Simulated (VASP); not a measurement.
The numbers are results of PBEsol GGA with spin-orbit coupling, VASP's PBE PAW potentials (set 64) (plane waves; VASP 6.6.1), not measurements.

VASP input:

**KPOINTS_OPT**
```
k-points along high-symmetry lines
5
Line-mode
Reciprocal
  0.000000   0.000000   0.000000 ! GAMMA
  0.000000   0.000000   0.500000 ! X

  0.000000   0.000000   0.500000 ! X
  0.250000   0.250000   0.250000 ! P

  0.250000   0.250000   0.250000 ! P
  0.000000   0.500000   0.000000 ! N

  0.000000   0.500000   0.000000 ! N
  0.000000   0.000000   0.000000 ! GAMMA

  0.000000   0.000000   0.000000 ! GAMMA
  0.500000   0.500000  -0.500000 ! M

  0.500000   0.500000  -0.500000 ! M
  0.389989   0.610011  -0.389989 ! S

 -0.389989   0.389989   0.389989 ! S_0
  0.000000   0.000000   0.000000 ! GAMMA

  0.000000   0.000000   0.500000 ! X
 -0.279977   0.279977   0.500000 ! R

  0.500000   0.500000  -0.279977 ! G
  0.500000   0.500000  -0.500000 ! M
```

**POSCAR**
```
TiH2
1
   -1.5834249312     1.5834249312     2.0666250025
    1.5834249312    -1.5834249312     2.0666250025
    1.5834249312     1.5834249312    -2.0666250025
H Ti
2 1
Direct
  0.7500000000   0.2500000000   0.5000000000
  0.2500000000   0.7500000000   0.5000000000
  0.0000000000   0.0000000000   0.0000000000
```

### KPOINTS
```
Automatic mesh
0
Gamma
12 12 12
0 0 0
```

**INCAR**
```
ALGO = Normal
EDIFF = 1E-6
ENCUT = 400
GGA = PS
GGA_COMPAT = F
ISMEAR = 0
LASPH = T
LCHARG = F
LMAXMIX = 4
LREAL = F
LSORBIT = T
LWAVE = F
MAGMOM = 9*0
NELM = 100
PREC = Accurate
SIGMA = 0.05
SYSTEM = TiH2
```

POTCAR, in this order: H Ti_sv (PBE.64 set). Program: vasp_ncl.

Output

### OSZICAR
```
       N       E                     dE             d eps       ncg     rms          rms(c)
DAV:   1     0.129949713132E+03    0.12995E+03   -0.60726E+03  7188   0.128E+03
DAV:   2    -0.682647752387E+01   -0.13678E+03   -0.13299E+03  7412   0.400E+02
DAV:   3    -0.186758328062E+02   -0.11849E+02   -0.11710E+02 13056   0.112E+02
DAV:   4    -0.191021590150E+02   -0.42633E+00   -0.42540E+00  8862   0.174E+01
DAV:   5    -0.191177705531E+02   -0.15612E-01   -0.15611E-01 10586   0.249E+00    0.148E+01
DAV:   6    -0.166983292089E+02    0.24194E+01   -0.70804E+00  8612   0.393E+01    0.325E+00
DAV:   7    -0.166391878455E+02    0.59141E-01   -0.84277E-01 10264   0.718E+00    0.172E+00
DAV:   8    -0.166332915484E+02    0.58963E-02   -0.80781E-02  8640   0.455E+00    0.866E-01
DAV:   9    -0.166333991859E+02   -0.10764E-03   -0.15699E-02  9068   0.140E+00    0.178E-01
DAV:  10    -0.166332466077E+02    0.15258E-03   -0.14983E-03  8720   0.523E-01    0.968E-02
DAV:  11    -0.166332753249E+02   -0.28717E-04   -0.19173E-04  8996   0.182E-01    0.200E-02
DAV:  12    -0.166332782476E+02   -0.29227E-05   -0.12585E-05  8206   0.515E-02    0.788E-03
DAV:  13    -0.166332768783E+02    0.13693E-05   -0.91045E-07  6242   0.121E-02    0.135E-03
DAV:  14    -0.166332767798E+02    0.98457E-07   -0.13194E-07  3820   0.590E-03
   1 F= -.16633277E+02 E0= -.16632604E+02  d E =-.134569E-02  mag=    -0.0000    -0.0000    -0.0000
       N       E                     dE             ncg
```

### OUTCAR
```
------------------------ aborting loop because EDIFF is reached ----------------------------------------
  FORCE on cell =-STRESS in cart. coord.  units (eV):
  Direction    XX          YY          ZZ          XY          YZ          ZX
  --------------------------------------------------------------------------------------
  Total        0.0074964      0.0074964     -0.0033650      0.0000000      0.0000000      0.0000000
  in kB        0.5794913      0.5794913     -0.2601238      0.0000000      0.0000000      0.0000000
  external PRESSURE =       0.2996196 kB  Pullay stress =       0.0000000 kB
  volume of cell :       20.73
      direct lattice vectors                 reciprocal lattice vectors
    -1.583424931  1.583424931  2.066625002     0.000000000  0.315771206  0.241940361
     1.583424931 -1.583424931  2.066625002     0.315771206  0.000000000  0.241940361
     1.583424931  1.583424931 -2.066625002     0.315771206  0.315771206  0.000000000
 POSITION                                       TOTAL-FORCE (eV/Angst)
 -----------------------------------------------------------------------------------
     -0.00000      1.58342      1.03331         0.000000     -0.000000     -0.000000
      1.58342     -0.00000      1.03331        -0.000000      0.000000      0.000000
      0.00000      0.00000      0.00000         0.000000      0.000000     -0.000000
 -----------------------------------------------------------------------------------
    total drift:                               -0.000000     -0.000000     -0.000000
  FREE ENERGIE OF THE ION-ELECTRON SYSTEM (eV)
  ---------------------------------------------------
  free  energy   TOTEN  =       -16.6332767798 eV

  energy  without entropy=      -16.6319310851  energy(sigma->0) =      -16.63260393

 Ion:    1  E_soc:      0.0000002

 Ion:    2  E_soc:      0.0000002

 Ion:    3  E_soc:     -0.0113960
```
(Selected blocks of OUTCAR.)

**OUTCAR**
```
 val. band max:        8.0640520960   @ k =  -0.0833   0.1667   0.0833

 cond. band min:       8.0708995883   @ k =  -0.1667  -0.3333   0.1667


 Fermi energy:         8.0649542007

 k-point     1 :       0.0000    0.0000    0.0000
  band No.  band energies     occupation
      1     -48.8298      1.00000
      2     -48.8298      1.00000
      3     -25.4231      1.00000
      4     -25.4231      1.00000
      5     -24.7789      1.00000
      6     -24.7789      1.00000
      7     -24.7580      1.00000
      8     -24.7580      1.00000
      9      -2.6209      1.00000
     10      -2.6209      1.00000
     11       7.6823      1.00000
     12       7.6823      1.00000
     13       7.6975      1.00000
     14       7.6975      1.00000
     15       8.0835      0.30034
     16       8.0835      0.30034
     17       8.9250      0.00000
     18       8.9250      0.00000
     19       9.3616      0.00000
     20       9.3616      0.00000
     21       9.9451      0.00000
     22       9.9451      0.00000

 k-point     2 :       0.0833    0.0000    0.0000
  band No.  band energies     occupation
      1     -48.8250      1.00000
      2     -48.8250      1.00000
      3     -25.4363      1.00000
      4     -25.4363      1.00000
      5     -24.7963      1.00000
      6     -24.7963      1.00000
      7     -24.7681      1.00000
      8     -24.7681      1.00000
      9      -2.4412      1.00000
     10      -2.4412      1.00000
     11       6.7109      1.00000
     12       6.7109      1.00000
     13       7.7581      1.00000
     14       7.7581      1.00000
     15       8.0185      0.90554
     16       8.0185      0.90553
     17       9.3322      0.00000
     18       9.3322      0.00000
     19       9.8856      0.00000
     20       9.8856      0.00000
     21      10.1673      0.00000
     22      10.1673      0.00000

 k-point     3 :       0.1667   -0.0000    0.0000
  band No.  band energies     occupation
      1     -48.8117      1.00000
...
```

The structure comes from a measured TiH2 entry (I4/mmm) of the Crystallography Open Database, whose conditions weren't checked. It was relaxed first.
